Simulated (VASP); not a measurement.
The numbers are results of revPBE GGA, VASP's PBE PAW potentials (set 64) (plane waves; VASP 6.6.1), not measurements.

The input files of a VASP run:

### KPOINTS
```
k-points along high-symmetry lines
15
Line-mode
Reciprocal
  0.000000   0.000000   0.000000 ! GAMMA
  0.500000   0.000000   0.500000 ! X

  0.500000   0.000000   0.500000 ! X
  0.625000   0.250000   0.625000 ! U

  0.375000   0.375000   0.750000 ! K
  0.000000   0.000000   0.000000 ! GAMMA

  0.000000   0.000000   0.000000 ! GAMMA
  0.500000   0.500000   0.500000 ! L

  0.500000   0.500000   0.500000 ! L
  0.500000   0.250000   0.750000 ! W

  0.500000   0.250000   0.750000 ! W
  0.500000   0.000000   0.500000 ! X
```

INCAR:
```
SYSTEM = KBr
PREC = Accurate; ENCUT = 520; LREAL = .False.
LASPH = .True.; ICHARG = 11
EDIFF = 1E-7; NELM = 100; ALGO = Normal
LMAXMIX = 4
ISMEAR = 0; SIGMA = 0.05
GGA = RE
LWAVE = .False.; LCHARG = .False.; LORBIT = 11
```

File POSCAR:
```
KBr
1
    0.0000000000     3.4465791079     3.4465791079
    3.4465791079     0.0000000000     3.4465791079
    3.4465791079     3.4465791079     0.0000000000
K Br
1 1
Direct
  0.0000000000   0.0000000000   0.0000000000
  0.5000000000   0.5000000000   0.5000000000
```

POTCAR, in this order: K_sv Br (PBE.64 set). Program: vasp_std. Read from the step before: CHGCAR.

**Question.** What will the output report for the number of irreducible k-points (NKPTS), largest plane-wave count, number of space-group operations, FFT grid (NGX, NGY, NGZ)?

**Answer.** 
```json
{
 "number of irreducible k-points (NKPTS)": "90",
 "largest_plane_wave_count": "2229",
 "number_of_space_group_operations": "48",
 "FFT grid (NGX, NGY, NGZ)": "36 × 36 × 36"
}
```

The compound is KBr in the rock salt structure. It was relaxed first, which changed the volume by +14 %.
